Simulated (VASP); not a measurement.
These are HSE06 screened hybrid, VASP's PBE PAW potentials (set 64) (plane waves; VASP) values and carry that method's errors.

VASP input:

**INCAR**
```
AEXX  =  0.25
ALGO  =  Normal
EDIFF  =  1E-6
ENCUT  =  300
GGA  =  PE
HFSCREEN  =  0.2
ISIF  =  2
ISMEAR  =  0
ISYM  =  3
LASPH  =  T
LCHARG  =  F
LHFCALC  =  T
LREAL  =  F
LWAVE  =  F
NELM  =  100
PREC  =  Accurate
PRECFOCK  =  Fast
SIGMA  =  0.01
SYSTEM  =  KCl
```

### KPOINTS
```
Automatic mesh
0
Gamma
2 2 2
0 0 0
```

POSCAR:
```
KCl
1
    0.0000000000     3.2147610000     3.2147610000
    3.2147610000     0.0000000000     3.2147610000
    3.2147610000     3.2147610000     0.0000000000
K Cl
1 1
Direct
  0.0000000000   0.0000000000   0.0000000000
  0.5000000000   0.5000000000   0.5000000000
```

POTCAR, in this order: K_sv Cl (PBE.64 set). Program: vasp_std.

Output

OUTCAR:
```
 ion  position               nearest neighbor table
   1  0.000  0.000  0.000-   2 3.21   2 3.21   2 3.21   2 3.21   2 3.21   2 3.21
   2  0.500  0.500  0.500-   1 3.21   1 3.21   1 3.21   1 3.21   1 3.21   1 3.21
  LATTYP: Found a face centered cubic cell.
 ALAT       =     6.4295220000
 Subroutine PRICEL returns:
 Original cell was already a primitive cell.
 Subroutine GETGRP returns: Found 48 space group operations
The static configuration has the point symmetry O_h .
The dynamic configuration has the point symmetry O_h .
 Subroutine INISYM returns: Found 48 space group operations
 Subroutine IBZKPT returns following result:
 Found      3 irreducible k-points:

 Following reciprocal coordinates:
            Coordinates               Weight
  0.000000  0.000000  0.000000      1.000000
  0.500000  0.000000  0.000000      4.000000
  0.500000  0.500000  0.000000      3.000000
 Subroutine IBZKPT_HF returns following result:
   k-points           NKPTS =      3   k-points in BZ     NKDIM =      8   number of bands    NBANDS=     12
   number of dos      NEDOS =    301   number of ions     NIONS =      2
   total plane-waves  NPLWV =  21952
   dimension x,y,z NGX =    28 NGY =   28 NGZ =   28
   dimension x,y,z NGXF=    56 NGYF=   56 NGZF=   56
   ions per type =               1   1
   PREC   = accura    normal or accurate (medium, high low for compatibility)
   ISTART =      0    job   : 0-new  1-cont  2-samecut
   ICHARG =      2    charge: 1-file 2-atom 10-const
   ISPIN  =      1    spin polarized calculation?
   LNONCOLLINEAR =      F non collinear calculations
   LSORBIT =      F    spin-orbit coupling
   INIWAV =      1    electr: 0-lowe 1-rand  2-diag
   ENCUT  =  300.0 eV  22.05 Ry    4.70 a.u.   6.42  6.42  6.42*2*pi/ulx,y,z
   NELM   =    100;   NELMIN=  2; NELMDL= -5     # of ELM steps
   EDIFF  = 0.1E-05   stopping-criterion for ELM
   LREAL  =      F    real-space projection
   NLSPLINE    = F    spline interpolate recip. space projectors
   LMAXMIX     =    2 max onsite mixed and CHGCAR
   VOSKOWN=      0    Vosko Wilk Nusair interpolation
   EDIFFG = 0.1E-04   stopping-criterion for IOM
   NSW    =      0    number of steps for IOM
   NBLOCK =      1;   KBLOCK =      1    inner block; outer block
   IBRION =     -1    ionic relax: 0-MD 1-quasi-New 2-CG
   NFREE  =      0    steps in history (QN), initial steepest desc. (CG)
   ISIF   =      2    stress and relaxation
   ISYM   =      3    0-nonsym 1-usesym 2-fastsym
   TEIN   =    0.0    initial temperature
   TEBEG  =    0.0;   TEEND  =   0.0 temperature during run
   SMASS  =  -3.00    Nose mass-parameter (am)
   PSTRESS=    0.0 pullay stress
   NELECT =      16.0000    total number of electrons
   EFERMI =   0.00;   METHOD = LEGACY
   ISMEAR =     0;   SIGMA  =   0.01  broadening in eV -4-tet -1-fermi 0-gaus
   IALGO  =     38    algorithm
   LDIAG  =      T    sub-space diagonalisation (order eigenvalues)
   IMIX   =      1    mixing-type and parameters
     AMIX     =   0.40;   BMIX     =  1.00
     AMIX_MAG =   1.60;   BMIX_MAG =  1.00
     AMIN     =   0.10
   GGA     = PE    functional components
   VOSKOWN =     0    Vosko Wilk Nusair interpolation
   LHFCALC =     T    Hartree Fock is set to
   NKREDX  =     1    reduce k-point grid by
   AEXX    =    0.2500 exact exchange contribution
   HFSCREEN=    0.2000 screening length (either q_TF or 0.3 A-1)
   HFRCUT  =    0.0000 spherical cutoff for potential kernel
   AGGAX   =    0.7500 GGA exchange part
   ALDAC   =    1.0000 LDA correlation
   AGGAC   =    1.0000 GGA correlation
  energy-cutoff  :      300.00
  volume of cell :       66.45
      direct lattice vectors                 reciprocal lattice vectors
     0.000000000  3.214761000  3.214761000    -0.155532557  0.155532557  0.155532557
     3.214761000  0.000000000  3.214761000     0.155532557 -0.155532557  0.155532557
...
```

File OSZICAR:
```
       N       E                     dE             d eps       ncg     rms          rms(c)
DAV:   1    -0.284413814639E+03   -0.28441E+03   -0.53432E+03    72   0.769E+02
DAV:   2    -0.360455535471E+03   -0.76042E+02   -0.71559E+02    92   0.208E+02
DAV:   3    -0.364947425628E+03   -0.44919E+01   -0.44711E+01    92   0.498E+01
DAV:   4    -0.365042411264E+03   -0.94986E-01   -0.94941E-01   116   0.733E+00
DAV:   5    -0.825100974789E+01    0.35679E+03   -0.31169E+00    72   0.209E+01    0.306E+00
DAV:   6    -0.785553405014E+01    0.39548E+00   -0.96048E-01    84   0.631E+00    0.246E+00
DAV:   7    -0.785321967785E+01    0.23144E-02   -0.21552E-01    88   0.268E+00    0.211E+00
DAV:   8    -0.786080496267E+01   -0.75853E-02   -0.25422E-02   100   0.982E-01    0.133E+00
DAV:   9    -0.786325036195E+01   -0.24454E-02   -0.28476E-03    92   0.446E-01    0.739E-01
DAV:  10    -0.786505982196E+01   -0.18095E-02   -0.13272E-03    88   0.309E-01    0.389E-01
DAV:  11    -0.786621361066E+01   -0.11538E-02   -0.49897E-04    88   0.199E-01    0.211E-01
DAV:  12    -0.786685441937E+01   -0.64081E-03   -0.23128E-04    92   0.128E-01    0.121E-01
DAV:  13    -0.786719788154E+01   -0.34346E-03   -0.11428E-04    88   0.863E-02    0.738E-02
DAV:  14    -0.786737731050E+01   -0.17943E-03   -0.54778E-05    80   0.571E-02    0.464E-02
DAV:  15    -0.786746907707E+01   -0.91767E-04   -0.25083E-05    84   0.376E-02    0.300E-02
DAV:  16    -0.786751503364E+01   -0.45957E-04   -0.11455E-05    80   0.252E-02    0.198E-02
DAV:  17    -0.786753788112E+01   -0.22847E-04   -0.53633E-06    84   0.167E-02    0.133E-02
DAV:  18    -0.786754909650E+01   -0.11215E-04   -0.25001E-06    76   0.114E-02    0.900E-03
DAV:  19    -0.786755458667E+01   -0.54902E-05   -0.12035E-06    76   0.770E-03    0.614E-03
DAV:  20    -0.786755726163E+01   -0.26750E-05   -0.53606E-07    64   0.522E-03    0.414E-03
DAV:  21    -0.786755854979E+01   -0.12882E-05   -0.30489E-07    56   0.398E-03    0.286E-03
DAV:  22    -0.786755918153E+01   -0.63175E-06   -0.14806E-07    64   0.265E-03
   1 F= -.78675592E+01 E0= -.78675592E+01  d E =-.825863E-20
```

**OUTCAR**
```
------------------------ aborting loop because EDIFF is reached ----------------------------------------
  FORCE on cell =-STRESS in cart. coord.  units (eV):
  Direction    XX          YY          ZZ          XY          YZ          ZX
  --------------------------------------------------------------------------------------
  Total       -0.3409096     -0.3409096     -0.3409096      0.0000000      0.0000000      0.0000000
  in kB       -8.2200376     -8.2200376     -8.2200376      0.0000000      0.0000000      0.0000000
  external PRESSURE =      -8.2200376 kB  Pullay stress =       0.0000000 kB
  volume of cell :       66.45
      direct lattice vectors                 reciprocal lattice vectors
     0.000000000  3.214761000  3.214761000    -0.155532557  0.155532557  0.155532557
     3.214761000  0.000000000  3.214761000     0.155532557 -0.155532557  0.155532557
     3.214761000  3.214761000  0.000000000     0.155532557  0.155532557 -0.155532557
  FREE ENERGIE OF THE ION-ELECTRON SYSTEM (eV)
  ---------------------------------------------------
  free  energy   TOTEN  =        -7.8675591815 eV

  energy  without entropy=       -7.8675591815  energy(sigma->0) =       -7.86755918

  exchange ACFDT corr.  =         0.00000000  see jH, gK, PRB 81, 115126
```
(Selected blocks of OUTCAR.)

At this cut-off the stress carries a Pulay error, which pulls relaxed volumes low.

The structure comes from a computed database's KCl entry; how it stands against other phases isn't given here. The cell was not relaxed at this level. The k-mesh is coarse (spacing up to 0.85 per Å, 2π included), so the numbers may not be converged in it. The run is one of a series of settings (AEXX = 0.25, HFSCREEN = 0.2, ISYM = 3, LHFCALC = .TRUE., PRECFOCK = Fast, KPOINTS 2×2×2 Γ-centred mesh against the base run), some of them coarse on purpose.
